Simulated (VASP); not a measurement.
# LaAs (relaxed from the CsCl type structure, space group Pm-3m): computed properties

Calculation: PBE GGA, VASP's PBE PAW potentials (set 64) (plane waves; VASP 6.6.1).

```json
{
 "space_group": "Pm-3m (221)",
 "cell": "a = b = c = 3.744 Å, α = β = γ = 90.00°",
 "volume_per_atom": "26.23 Å³/atom",
 "band gap (over mesh and band path)": "none (metal, semimetal or under 0.01 eV)",
 "density": "6.77 g/cm³"
}
```

```xyz
2
Lattice="3.7436 0.0000 0.0000 0.0000 3.7436 0.0000 0.0000 0.0000 3.7436" Properties=species:S:1:pos:R:3 pbc="T T T"
La     0.0000     0.0000     0.0000
As     1.8718     1.8718     1.8718
```

The structure was generated: LaAs was put into the CsCl type type (Pm-3m), which need not be its known phase. It was relaxed first, which changed the volume by -31 %. Symmetry was kept, so distortions that lower it aren't found.
